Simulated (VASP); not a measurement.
# A slab model of a few sheets of TiNF, part 2 of 2

Wanted: how a few sheets of TiNF relaxes, and what it costs to take an electron out.

VASP 6.6.1; PBEsol, no spin polarisation; plane waves and PAW (F, Ti, N).

So far. Step 2 (Surface relaxation): The run ended after 9 ionic steps, 0.034 eV below its first step, once the forces on the free atoms met EDIFFG = -0.03.

### Step 3. Vacuum level and density of states

A static run writes the electrostatic potential without exchange and correlation (LVHAR), which is flat in the vacuum and gives the level to count from. The dipole correction cancels the field that unlike faces would set up across the vacuum.

File INCAR:

```
SYSTEM = TiNF
PREC = Normal
ENCUT = 400
EDIFF = 1E-06
NELM = 120
ISMEAR = 0
SIGMA = 0.05
LREAL = .FALSE.
ALGO = Fast
GGA = PS
NBANDS = 60
LORBIT = 11
LWAVE = .FALSE.
LCHARG = .TRUE.
IDIPOL = 3
LDIPOL = .TRUE.
DIPOL = 0.5 0.5 0.5
LVHAR = .TRUE.
LVACPOTAV = .TRUE.
LELF = .TRUE.
NEDOS = 1500
```

File POSCAR:

```
TiNF
1.0
    3.0620040000      0.0000000000      0.0000000000
    0.0000000000      3.9643870000      0.0000000000
    0.0000000000      0.0000000000     27.2056991612
F Ti N
4 4 4
Direct
    0.5000000000      0.5000000000      0.7225386906
    0.0000000000      0.0000000000      0.5666764722
    0.5000000000      0.5000000000      0.4333235278
    0.0000000000      0.0000000000      0.2774613094
    0.0000000000      0.5000000000      0.6741481662
    0.5000000000      0.0000000000      0.6150656857
    0.0000000000      0.5000000000      0.3849343143
    0.5000000000      0.0000000000      0.3258518338
    0.0000000000      0.0000000000      0.6630450516
    0.5000000000      0.5000000000      0.6261775761
    0.0000000000      0.0000000000      0.3738224239
    0.5000000000      0.5000000000      0.3369549484
```

File KPOINTS:

```
Automatic mesh
0
Gamma
8 6 1
0 0 0
```

File KPOINTS_OPT:

```
Line mode
14
Line-mode
Reciprocal
  0.00000000   0.00000000   0.00000000 GAMMA
  0.50000000   0.00000000   0.00000000 X

  0.50000000   0.00000000   0.00000000 X
  0.50000000   0.50000000   0.00000000 S

  0.50000000   0.50000000   0.00000000 S
  0.00000000   0.50000000   0.00000000 Y

  0.00000000   0.50000000   0.00000000 Y
  0.00000000   0.00000000   0.00000000 GAMMA

  0.00000000   0.00000000   0.00000000 GAMMA
  0.50000000   0.50000000   0.00000000 S
```

The projector-augmented-wave data sets are F, Ti and N (PBE family, release 64).

Launch:

```sh
$ mpirun -np 4 vasp_std
```

Output:

```text
[banner, memory and clock lines left out]
running    4 mpi-ranks, on    1 nodes
 distrk:  each k-point on    4 cores,    1 groups
 distr:  one band on    1 cores,    4 groups

 POSCAR found type information on POSCAR F TiN
 POSCAR found :  3 types and      12 ions
 [... a notice as in an earlier step ...]

 LDA part: xc-table for (Slater+PW92), standard interpolation
 POSCAR, INCAR and KPOINTS ok, starting setup
 FFT: planning ... GRIDC
 FFT: planning ... GRID_SOFT
 FFT: planning ... GRID
 WAVECAR not read
 entering main loop
       N       E                     dE             d eps       ncg     rms          rms(c)
DAV:   1     0.636199157187E+03    0.63620E+03   -0.21240E+04  2400   0.741E+02
DAV:   2     0.143858254585E+02   -0.62181E+03   -0.54938E+03  2696   0.220E+02
DAV:   3    -0.127949726871E+03   -0.14234E+03   -0.13865E+03  2684   0.125E+02
DAV:   4    -0.132295766387E+03   -0.43460E+01   -0.43322E+01  2736   0.262E+01
DAV:   5    -0.132379445548E+03   -0.83679E-01   -0.83652E-01  2828   0.374E+00    0.566E+01
RMM:   6    -0.104930981929E+03    0.27448E+02   -0.60881E+01  2641   0.239E+01    0.173E+01
RMM:   7    -0.104390049959E+03    0.54093E+00   -0.56288E+00  2465   0.872E+00    0.217E+01
RMM:   8    -0.102346701181E+03    0.20433E+01   -0.40879E+00  2693   0.705E+00    0.959E+00
RMM:   9    -0.101763941341E+03    0.58276E+00   -0.51808E-01  2714   0.269E+00    0.214E+00
RMM:  10    -0.101717953544E+03    0.45988E-01   -0.44689E-02  2901   0.753E-01    0.891E-01
RMM:  11    -0.101702040781E+03    0.15913E-01   -0.30251E-02  2747   0.473E-01    0.505E-01
RMM:  12    -0.101701132666E+03    0.90812E-03   -0.52322E-03  2955   0.246E-01    0.145E-01
RMM:  13    -0.101701260416E+03   -0.12775E-03   -0.11786E-03  2912   0.113E-01    0.157E-01
RMM:  14    -0.101701452830E+03   -0.19241E-03   -0.10212E-03  2787   0.984E-02    0.945E-02
RMM:  15    -0.101701736296E+03   -0.28347E-03   -0.66339E-04  2785   0.700E-02    0.510E-02
RMM:  16    -0.101701991549E+03   -0.25525E-03   -0.76193E-05  2826   0.293E-02    0.268E-02
RMM:  17    -0.101702285389E+03   -0.29384E-03   -0.63015E-05  2805   0.241E-02    0.151E-02
RMM:  18    -0.101702410523E+03   -0.12513E-03   -0.34923E-05  2836   0.181E-02    0.134E-02
RMM:  19    -0.101702449357E+03   -0.38835E-04   -0.16200E-05  2905   0.121E-02    0.627E-03
RMM:  20    -0.101702478454E+03   -0.29097E-04   -0.45460E-06  2610   0.631E-03    0.508E-03
RMM:  21    -0.101702505976E+03   -0.27522E-04   -0.17186E-06  2084   0.442E-03    0.209E-03
RMM:  22    -0.101702536347E+03   -0.30371E-04   -0.10424E-06  2070   0.277E-03    0.205E-03
RMM:  23    -0.101702550112E+03   -0.13765E-04   -0.67708E-07  1942   0.232E-03    0.218E-03
RMM:  24    -0.101702560633E+03   -0.10521E-04   -0.38397E-07  1964   0.183E-03    0.836E-04
RMM:  25    -0.101702562813E+03   -0.21795E-05   -0.53804E-08  1637   0.837E-04    0.883E-04
RMM:  26    -0.101702563643E+03   -0.83014E-06   -0.84022E-09  1221   0.581E-04
|                                                                             |
|           W    W    AA    RRRRR   N    N  II  N    N   GGGG   !!!           |
|           W    W   A  A   R    R  NN   N  II  NN   N  G    G  !!!           |
|           W    W  A    A  R    R  N N  N  II  N N  N  G       !!!           |
|           W WW W  AAAAAA  RRRRR   N  N N  II  N  N N  G  GGG   !            |
|           WW  WW  A    A  R   R   N   NN  II  N   NN  G    G                |
|           W    W  A    A  R    R  N    N  II  N    N   GGGG   !!!           |
|                                                                             |
|     Did not find any points to average over, which means that no vacuum     |
|     field-free region was found. Please increase the size of  your cell     |
|     in the dimension of the dipole correction to obtain accurate            |
|     workfunction values.                                                    |
|                                                                             |

   1 F= -.10170256E+03 E0= -.10170256E+03  d E =-.151173E-11
 Start KPOINTS_OPT (optional k-point list driver)
k-point batch [1-20\70]
       N       E                     dE             ncg
DAV:   1    -0.130272859242E+04   -0.25852E+05     2400
DAV:   2    -0.114222787237E+05   -0.10120E+05     2808
DAV:   3    -0.133998603008E+05   -0.19776E+04     2536
DAV:   4    -0.134559541176E+05   -0.56094E+02     2608
DAV:   5    -0.134568133164E+05   -0.85920E+00     2664
DAV:   6    -0.134568329314E+05   -0.19615E-01     2664
DAV:   7    -0.134568335048E+05   -0.57337E-03     2760
DAV:   8    -0.134568335250E+05   -0.20150E-04     2588
DAV:   9    -0.134568335257E+05   -0.78350E-06     1660
[...]
k-point batch [61-70\70]
       N       E                     dE             ncg
DAV:   1     0.180477698484E+03   -0.16598E+05     1200
DAV:   2    -0.487344210617E+04   -0.50539E+04     1404
DAV:   3    -0.583423608263E+04   -0.96079E+03     1316
DAV:   4    -0.586102389639E+04   -0.26788E+02     1312
DAV:   5    -0.586138203904E+04   -0.35814E+00     1380
DAV:   6    -0.586138878026E+04   -0.67412E-02     1328
DAV:   7    -0.586138893704E+04   -0.15678E-03     1384
DAV:   8    -0.586138894123E+04   -0.41869E-05     1224
DAV:   9    -0.586138894137E+04   -0.13488E-06      848
```

The job ended after 69 s (4 MPI ranks of Intel Xeon 6975P-C (Granite Rapids), shared host; peak memory 0.99 GiB).

From OUTCAR (step 3):

```text
 Found     20 irreducible k-points:

   k-points           NKPTS =     20   k-points in BZ     NKDIM =     20   number of bands    NBANDS=     60

   NELECT =      64.0000    total number of electrons

 E-fermi :  -2.7552

 k-point     1 :       0.0000    0.0000    0.0000
  band No.  band energies     occupation
    ...
     28      -5.4289      2.00000
     29      -4.1750      2.00000
     30      -4.1748      2.00000
     31      -2.9819      2.00000
     32      -2.9810      2.00000
     33      -2.4421      0.00000
     34      -2.4421      0.00000
     35      -1.6183      0.00000
     36      -1.6176      0.00000
     37      -1.4812      0.00000
    ...

 k-point     2 :       0.1250    0.0000    0.0000
  band No.  band energies     occupation
    ...
     28      -4.8942      2.00000
     29      -4.5657      2.00000
     30      -4.5614      2.00000
     31      -3.5441      2.00000
     32      -3.5437      2.00000
     33      -2.0717      0.00000
     34      -2.0712      0.00000
     35      -1.3569      0.00000
     36      -1.3554      0.00000
     37      -1.3493      0.00000
    ...

  Total       -9.4424721     -8.1031062     -6.6457415      0.0000000      0.0000000      0.0000000
  in kB      -45.8094003    -39.3115733    -32.2412848      0.0000000      0.0000000      0.0000000
  external PRESSURE =     -39.1207528 kB  Pullay stress =       0.0000000 kB

 POSITION                                       TOTAL-FORCE (eV/Angst)
 -----------------------------------------------------------------------------------
      1.53100      1.98219     19.65717         0.000000      0.000000      0.001341
      0.00000      0.00000     15.41683         0.000000      0.000000     -0.015215
      1.53100      1.98219     11.78887         0.000000      0.000000      0.015215
      0.00000      0.00000      7.54853         0.000000      0.000000     -0.001341
      0.00000      1.98219     18.34067         0.000000      0.000000      0.006558
      1.53100      0.00000     16.73329         0.000000      0.000000     -0.002702
      0.00000      1.98219     10.47241         0.000000      0.000000      0.002702
      1.53100      0.00000      8.86503         0.000000      0.000000     -0.006558
      0.00000      0.00000     18.03860         0.000000      0.000000     -0.005452
      1.53100      1.98219     17.03560         0.000000      0.000000     -0.009761
      0.00000      0.00000     10.17010         0.000000      0.000000      0.009761
      1.53100      1.98219      9.16709         0.000000      0.000000      0.005452
 -----------------------------------------------------------------------------------
    total drift:                                0.000000     -0.000000      0.000000

  FREE ENERGIE OF THE ION-ELECTRON SYSTEM (eV)
  ---------------------------------------------------
  free  energy   TOTEN  =      -101.7025636428 eV

  energy  without entropy=     -101.7025636428  energy(sigma->0) =     -101.70256364

 vacuum level on the upper side and lower side of the slab         3.605         3.605

 total charge
# of ion       s       p       d       tot
------------------------------------------
    1        1.776   4.346   0.000   6.122
    2        1.776   4.346   0.000   6.122
    3        1.776   4.346   0.000   6.122
    4        1.776   4.346   0.000   6.122
    5        0.525   0.986   2.676   4.187
    6        0.525   0.986   2.676   4.186
    7        0.525   0.986   2.676   4.186
    8        0.525   0.986   2.676   4.187
    9        1.287   2.401   0.000   3.688
   10        1.287   2.401   0.000   3.688
   11        1.287   2.401   0.000   3.688
   12        1.287   2.401   0.000   3.688
--------------------------------------------------
tot         14.348  30.933  10.704  55.985

[... 8 parts as in an earlier step ...]

[... 6 further parts left out ...]
```

Numbers from this step:

| Item | Value |
| --- | --- |
| electronic cycles | 26 |
| Fermi energy | -2.755 eV |
| least gap on mesh and path | 0.5389 eV |
| least direct gap on mesh and path | 0.5389 eV |
| vacuum levels | 3.605, 3.605 eV |
| ionisation potentials of the upper and lower face | 6.586, 6.586 eV |
| electron affinities of the upper and lower face | 6.047, 6.047 eV |

Electronic bands along the path, in eV, zero at the valence-band top; v1 is the highest filled band, c1 the lowest empty one:

```tsv
point	v4	v3	v2	v1	c1	c2	c3	c4
Γ	-1.19	-1.19	0.00	0.00	0.54	0.54	1.36	1.36
0.46 of the way	-1.42	-1.41	-1.26	-1.26	1.21	1.21	1.72	1.72
X	-1.54	-1.54	-1.54	-1.54	1.60	1.60	1.60	1.60
0.46 of the way	-1.47	-1.47	-1.47	-1.47	1.20	1.20	1.20	1.20
S	-2.76	-2.76	-2.76	-2.76	1.91	1.91	1.91	1.91
0.54 of the way	-2.18	-2.18	-2.17	-2.17	1.45	1.45	1.45	1.45
Y	-2.19	-2.19	-2.18	-2.18	1.09	1.09	1.09	1.09
0.46 of the way	-2.10	-2.09	-2.08	-2.08	1.14	1.14	1.39	1.39
Γ	-1.19	-1.19	0.00	0.00	0.54	0.54	1.36	1.36
0.54 of the way	-2.12	-2.12	-1.42	-1.42	1.21	1.21	1.41	1.41
S	-2.76	-2.76	-2.76	-2.76	1.91	1.91	1.91	1.91
```

Of the projections kept (F, Ti, N), the largest for each band there; the rest of the weight can lie on other orbitals:

```tsv
point	v4	v3	v2	v1	c1	c2	c3	c4
Γ	N 0.55	N 0.55	N 0.74	N 0.74	Ti 1.00	Ti 1.00	Ti 0.98	Ti 0.98
X	N 0.63	N 0.63	N 0.63	N 0.63	Ti 0.81	Ti 0.81	Ti 0.81	Ti 0.81
S	Ti 0.50	Ti 0.50	Ti 0.50	Ti 0.50	Ti 0.91	Ti 0.91	Ti 0.91	Ti 0.91
Y	F 0.38	F 0.38	F 0.39	F 0.39	Ti 0.93	Ti 0.93	Ti 0.93	Ti 0.93
Γ	N 0.55	N 0.55	N 0.74	N 0.74	Ti 1.00	Ti 1.00	Ti 0.98	Ti 0.98
S	Ti 0.50	Ti 0.50	Ti 0.50	Ti 0.50	Ti 0.91	Ti 0.91	Ti 0.91	Ti 0.91
```

The density of states has structure finer than the step of the table below, so its rows give means over 0.5 eV, whole bins alone (the curve runs from -12.0 to 8.46 eV). Peaks (eV: height): total -5.52: 39.1, -4.98: 22.7, -4.68: 22.1, 2.16: 25.7; F p -5.52: 23.5, -4.98: 12.0, -4.68: 12.1; Ti s -5.83: 1.87, -5.37: 0.803, -5.14: 0.756, -3.83: 0.566; Ti p -5.52: 1.69, -4.98: 1.96, -4.83: 1.53, -4.68: 1.15; Ti d 1.39: 13.8, 2.16: 22.5, 2.54: 11.0, 4.85: 14.4.

Means over bins of 0.077 eV. Table of density of states by energy, zero at the valence-band top; means over each step; values in states/eV/cell:

```tsv
energy (eV)	total	F p	Ti s	Ti p	Ti d	N s	N p
-7.0	0	0	0	0	0	0	0
-6.5	0.0347	0.00997	0.00695	1.4e-4	0.00597	0	0.00601
-6.0	5.92	2.48	0.763	0.111	0.962	0.0219	0.647
-5.5	21.6	12.0	0.613	0.978	4.13	0.0607	1.19
-5.0	15.0	7.66	0.432	1.16	2.19	0.0526	1.43
-4.5	12.2	5.98	0.192	0.490	2.19	0.0355	1.38
-4.0	5.08	1.28	0.202	0.367	1.27	0.0140	1.34
-3.5	6.57	1.50	0.172	0.617	1.51	0.0399	1.89
-3.0	7.23	1.23	0.0697	0.736	1.87	0.0251	2.34
-2.5	7.60	1.07	0.0407	0.553	1.94	0.0483	2.66
-2.0	6.65	1.00	0.0845	0.400	1.44	0.0341	2.43
-1.5	5.75	0.318	0.106	0.534	1.16	0.0309	2.61
-1.0	1.87	0.100	0.0755	0.173	0.212	0.0101	0.948
-0.5	0.333	3.1e-4	0	0.0535	0.102	0	0.148
0.0	0.167	0.00146	0	0.0373	4.8e-4	0	0.109
0.5	0.167	0	0	2.5e-5	0.159	0	8.2e-5
1.0	5.25	0.222	0.0452	0.111	4.13	0.0205	0.324
1.5	11.9	0.400	0.125	0.264	9.73	0.0161	0.667
2.0	19.7	0.607	0.113	0.259	17.1	0.0129	0.894
2.5	9.05	0.242	0.301	0.202	6.98	0.0162	0.889
3.0	1.84	0.0265	0.100	0.0231	1.34	0.00142	0.255
3.5	0.717	0.0231	3.6e-4	0.0372	0.465	0.00116	0.0552
4.0	3.70	0.139	0.00968	0.175	2.56	0.0712	0.285
4.5	10.2	0.411	0.0137	0.459	6.90	0.230	1.16
5.0	9.03	0.346	0.00243	0.384	6.12	0.222	1.37
5.5	3.15	0.0958	0.0566	0.120	1.86	0.112	0.480
6.0	5.35	0.145	0.107	0.145	2.86	0.101	0.968
6.5	2.39	0.0636	0.0384	0.0466	0.623	0.0253	0.273
7.0	2.54	0.0654	0.0179	0.0974	0.139	0.0220	0.116
7.5	1.94	0.0465	0.0303	0.0751	0.0720	0.0302	0.0665
8.0	3.91	0.0958	0.0473	0.235	0.102	0.0437	0.130
```

The planar average of the electrostatic potential oscillates, so the rows of the table below give means over windows of 1.55 Å about each position, cut where the curve ends. Its maxima inside the range that stand out by 2 % of the span (Å: eV): 8.2: -0.0654, 9.7: -6.44, 11.2: -0.0678, 13.6: 6.35, 16.0: -0.0678, 17.5: -6.44, 19.0: -0.0654. Its minima: 7.8: -1.22, 9.2: -7.59, 10.1: -7.59, 11.6: -1.22, 15.6: -1.22, 17.1: -7.59, 18.0: -7.59, 19.4: -1.22.

Zero at the Fermi level. Table of planar average of the electrostatic potential by height; means over each step:

```tsv
height (Å)	planar average of the electrostatic potential (eV)
0.78	6.37
2.33	6.37
3.88	6.37
5.43	6.36
6.98	3.39
8.53	-3.33
10.08	-6.31
11.63	0.235
13.18	6.15
14.73	3.97
16.28	-2.84
17.83	-6.71
19.38	-0.287
20.93	6.00
22.48	6.37
24.03	6.37
25.58	6.37
```

Density of states in the PAW spheres, an atom over height of the layer and energy from the Fermi level.

Ten even steps from '_' (0.00 states/eV) to '@' (2.84 states/eV), each cell a mean:
```
________________________
________________________
________________________
________________________
________________________
__..::::..____..::::..__
__........____........__
__..::::..____..::::..__
__::::::::____::::::::__
..::::::::....::::::::..
..::....::....::....::..
........................
........................
==::....::====::....::==
##--....--####--....--##
##--....--####--....--##
@@==____==@@@@==____==@@
....____........____....
________________________
________________________
________________________
________________________
```
Columns: height of the layer (Å) from 7.5 to 19.7 (not evenly spaced); rows upwards: energy from the Fermi level (eV) from -7.9 to 0.5.

Electrostatic potential energy in the ca plane at fractional y = 0.000, with atoms of F and Ti and N within 0.2 Å of it. With pseudopotentials it is smooth inside the atoms' cores, unlike the true potential.

Ten even steps from '0' (-50 eV) to '9' (4 eV), each cell a mean:
```
88500399999999998302788730179999999999999999
77766899999999999877777776799999999999999999
66788999999999999987766678999999999999999999
55679999999999999987655678999999999999999999
56679999999999999987665678999999999999999999
67788999999999999988766778899999999999999999
77732699999999999625777752489999999999999999
88401289999999998100788711069999999999999999
```
Columns run along c (16.0 Å, from fractional 0.33 to 0.91 of the cell; values clipped at the 3rd and 97th percentile), rows up along a (3.1 Å). Atoms in or near the plane, at fractional coordinates: F at (0.57, 0.00), Ti at (0.62, 0.50), N at (0.66, 0.00), N at (0.37, 0.00).

Valence density in the ca plane at fractional y = 0.000, with atoms of F and Ti and N within 0.2 Å of it. It is the smooth field of the valence electrons, not physical close to the nuclei.

Values in units of 1e0 e/Å³, 5 rows by 16 columns, each cell a mean:
```
0.0 0.0 0.0 0.0 0.0 0.1 4.1 1.0 0.8 2.1 0.2 0.0 0.0 0.2 4.3 0.8
0.0 0.0 0.0 0.0 0.0 0.0 0.3 0.5 0.5 0.4 0.1 0.0 0.0 0.0 0.3 0.5
0.0 0.0 0.0 0.0 0.0 0.0 0.1 0.6 0.5 0.1 0.0 0.0 0.0 0.0 0.1 0.6
0.0 0.0 0.0 0.0 0.0 0.0 0.7 0.5 0.5 0.7 0.1 0.0 0.0 0.1 0.7 0.4
0.0 0.0 0.0 0.0 0.0 0.2 6.5 1.5 0.9 2.8 0.2 0.0 0.0 0.2 6.8 1.1
```
Columns run along c (16.0 Å, from fractional 0.04 to 0.63 of the cell), rows up along a (3.1 Å). Atoms in or near the plane, at fractional coordinates: F at (0.57, 0.00), F at (0.28, 0.00), Ti at (0.62, 0.50), Ti at (0.33, 0.50), N at (0.37, 0.00).

ELF in the ca plane at fractional y = 0.000, with atoms of F and Ti and N within 0.2 Å of it. It is the smooth field of the valence electrons, not physical close to the nuclei.

Ten even steps from '0' (0.00) to '9' (0.84), each cell a mean:
```
16976996200001369989724886898410100000000000
04899974000000136898402699985200000000000000
01366530000000012443100256641000000000000000
00011100000000000000000001100000000000000000
00123210000000001111000023310000010000000000
02689852000000024776201479873000000000000000
15999985100000148999613898997300000000000000
17954997210000179968724872798510000000000000
```
Columns run along c (16.0 Å, from fractional 0.33 to 0.91 of the cell), rows up along a (3.1 Å). Atoms in or near the plane, at fractional coordinates: F at (0.57, 0.00), Ti at (0.62, 0.50), N at (0.66, 0.00), N at (0.37, 0.00).

The map of layer states is cut here 0.5 eV above the Fermi level, so it leaves out the states above that.

The vacuum level lies 6.59 eV above the highest filled level at the upper face; both faces agree, as the slab has next to no dipole.

The program found no field-free point at its default tolerance, but its printed level agrees with the flat part of the planar average.

### Step 4. Derived quantities

This step: slab, PBEsol; plane waves and PAW (VASP 6.6.1).

No new run; the numbers come from the runs before.

Numbers from this step:

| Quantity | Value |
| --- | --- |
| ionisation potential at the upper face | 6.586 eV |

### Step 5. Outcome

```
ionisation potential of the slab : 6.59 eV
```

The ionisation potential is 6.59 eV at both faces. The crystal is layered and no dispersion term is used, so the spacing and binding between its layers, and what hangs on them, are unreliable. The atom that ends on top (F) moved inwards by 0.05 Å, counted from the mean of all atoms. Semilocal band edges put the ionisation potential too low and the gap too small. The cell in the plane was kept as given and was not relaxed here. The slab has a gap, so the level below the vacuum is counted from the highest filled level.

[Lines on the potential files, build, host, timing and source positions are cut from VASP's logs without a mark.]

[Logs are printed without paths, hosts, clocks, repeated set-up lines and the standing remarks that a program may print on its own settings, such as how far it seeks lower states.]

[Hosts, paths, dates, database ids (printed as entryN), source tags and the programs' standing remarks are cut or masked in the printed files.]

[In band tables of VASP the shares of atoms and orbitals are scaled to a sum of 1 inside the atoms' spheres.]

[Runs that stopped without an error message from VASP are left out.]
